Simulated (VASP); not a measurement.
**HfIn2Se5: relaxation of cell and atoms with PBE**

The system is HfIn2Se5.

```xyz
16
Lattice="2.5620 -7.0490 0.0000 2.5620 7.0490 0.0000 0.0000 0.0000 13.3300" Properties=species:S:1:pos:R:3 pbc="T T T"
Hf    2.5620   -4.2930    9.9975
Hf    2.5620    4.2930    3.3325
In    2.5620    5.2140    7.5035
In    2.5620    5.2140   12.4915
In    2.5620   -5.2140    0.8385
In    2.5620   -5.2140    5.8265
Se    2.5620   -2.6730    7.8085
Se    2.5620   -6.2610    8.2945
Se    2.5620    3.6270    9.9975
Se    2.5620   -2.6730   12.1865
Se    2.5620   -6.2610   11.7005
Se    2.5620    2.6730    1.1435
Se    2.5620    6.2610    1.6295
Se    2.5620   -3.6270    3.3325
Se    2.5620    2.6730    5.5215
Se    2.5620    6.2610    5.0355
```

The cell was built by a generator and needn't be a form met in nature.

```json
{
 "Program": "VASP 6.6.1",
 "Task": "relaxation of cell and atoms",
 "Functional": "PBE",
 "Potentials or basis": "VASP PAW PBE potentials, release 64 (Hf_pv, In_d, Se)",
 "Cutoff": "520 eV",
 "k mesh": "4 × 4 × 4",
 "Occupations": "gaussian, width 0.1 eV",
 "Spin": "no spin polarisation",
 "Further INCAR settings": "ALGO = Normal; EDIFF = 1e-06; IBRION = 2; EDIFFG = -0.01; NSW = 90; ISIF = 3"
}
```

* Relaxed volume: 29.86 Å³/atom
* Relaxed cell: a = 7.418 Å, b = 7.418 Å, c = 13.190 Å, α = 90.00°, β = 90.00°, γ = 138.83°
* Space group after relaxing (to 0.05 Å): Cmcm (No. 63)
* Energy gained by relaxing: 1.5 meV/atom
* Ionic steps: 27
* Pressure after relaxing: 0.0 GPa
* Largest force after relaxing: 0.009 eV/Å
* Band gap on the k mesh: none (metal or under the smearing width)

Forces on the atoms (eV/Å):
```
Hf   0.000 -0.003  0.000
Hf   0.000  0.003  0.000
In   0.000  0.003 -0.003
In   0.000  0.003  0.003
In   0.000 -0.003 -0.003
In   0.000 -0.003  0.003
Se   0.000 -0.005 -0.003
Se   0.000 -0.007  0.006
Se   0.000 -0.002  0.000
Se   0.000 -0.005  0.003
Se   0.000 -0.007 -0.006
Se   0.000  0.005 -0.003
Se   0.000  0.007  0.006
Se   0.000  0.002  0.000
Se   0.000  0.005  0.003
Se   0.000  0.007 -0.006
```

The path:
```tsv
step	energy change (eV)	largest force (eV/Å)	pressure (GPa)	volume (Å³)
1	0.0000	0.0811	-0.04	481.47
2	-0.0027	0.0725	0.01	480.93
3	-0.0058	0.0955	0.17	479.48
4	-0.0075	0.0806	0.09	480.03
5	-0.0092	0.0451	-0.11	481.38
6	-0.0106	0.0310	-0.08	480.99
7	-0.0123	0.0607	0.02	479.83
8	-0.0138	0.0558	0.01	479.64
9	-0.0161	0.0498	0.01	479.07
10	-0.0163	0.0565	0.00	478.89
11	-0.0183	0.0463	0.00	478.73
12	-0.0200	0.0802	0.01	478.38
13	-0.0214	0.0415	-0.02	478.33
14	-0.0217	0.0337	-0.04	478.29
15	-0.0222	0.0228	0.02	477.83
16	-0.0222	0.0183	0.06	477.55
17	-0.0226	0.0188	0.01	478.00
18	-0.0227	0.0196	-0.05	478.51
19	-0.0227	0.0196	-0.03	478.33
20	-0.0230	0.0171	-0.02	478.18
21	-0.0232	0.0241	0.02	477.85
22	-0.0234	0.0212	0.01	477.94
23	-0.0238	0.0224	-0.03	478.20
24	-0.0238	0.0230	-0.05	478.28
25	-0.0240	0.0165	0.03	477.61
26	-0.0240	0.0133	0.01	477.77
27	-0.0241	0.0090	0.00	477.82
```

Final structure:
```yaml
crystal:
  lattice:
    - [2.60825, -6.94465, 0.00000]
    - [2.60825, 6.94465, 0.00000]
    - [0.00000, 0.00000, 13.18958]
  atoms:
    - { symbol: Hf, position: [0.80181, 0.19819, 0.75000] }
    - { symbol: Hf, position: [0.19819, 0.80181, 0.25000] }
    - { symbol: In, position: [0.13509, 0.86491, 0.55903] }
    - { symbol: In, position: [0.13509, 0.86491, 0.94097] }
    - { symbol: In, position: [0.86491, 0.13509, 0.05903] }
    - { symbol: In, position: [0.86491, 0.13509, 0.44097] }
    - { symbol: Se, position: [0.68936, 0.31064, 0.57988] }
    - { symbol: Se, position: [0.94591, 0.05409, 0.62452] }
    - { symbol: Se, position: [0.24466, 0.75533, 0.75000] }
    - { symbol: Se, position: [0.68936, 0.31064, 0.92012] }
    - { symbol: Se, position: [0.94591, 0.05409, 0.87548] }
    - { symbol: Se, position: [0.31064, 0.68936, 0.07988] }
    - { symbol: Se, position: [0.05409, 0.94591, 0.12452] }
    - { symbol: Se, position: [0.75533, 0.24466, 0.25000] }
    - { symbol: Se, position: [0.31064, 0.68936, 0.42012] }
    - { symbol: Se, position: [0.05409, 0.94591, 0.37548] }
```

Levels at points of the mesh, in eV from the Fermi level:
```csv
k point,band 64,band 65,band 66,band 67,band 68,band 69
"(0.00, 0.00, 0.00)",-0.68,-0.31,-0.20,-0.10,0.28,1.53
"(0.50, 0.00, 0.00)",-0.65,-0.14,-0.02,1.35,1.61,1.76
"(0.50, 0.50, 0.00)",-0.78,-0.72,-0.37,0.06,1.10,1.64
"(0.00, 0.00, 0.50)",-0.80,-0.45,-0.45,0.65,0.65,1.28
"(0.50, 0.00, 0.50)",-0.50,-0.41,-0.41,1.62,1.62,1.68
"(0.50, 0.50, 0.50)",-0.71,-0.63,-0.63,0.86,0.86,1.26
```

Wall time 32 min on 8 MPI ranks on Intel(R) Xeon(R) 6975P-C (Granite Rapids), on a shared host, peak memory 1.2 GiB a rank.

The run has no spin-orbit coupling, so splittings on Hf are missing.
